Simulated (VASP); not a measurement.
```
LiF
1.0
    0.00000     1.95715     1.95715
    1.95715     0.00000     1.95715
    1.95715     1.95715     0.00000
Li F
1 1
Direct
  0.00000   0.00000   0.00000
  0.50000   0.50000   0.50000
```

Level of theory: PBE GGA with D3 dispersion (zero damping), VASP's PBE PAW potentials (set 64) (plane waves; VASP). Run with 520 eV cut-off, 11×11×11 Γ-centred mesh, Gaussian smearing of 0.050 eV, potentials Li_sv F.

Problem. Give the stress tensor in GPa (positive for a compressed cell).

Solution. 
```
5.20  0.00  0.00
0.00  5.20  0.00
0.00  0.00  5.20
```
The pressure is its mean diagonal, 5.20 GPa.

The compound is LiF in the rock salt structure. This cell is one point of a volume scan, at 0.94 of the reference volume.
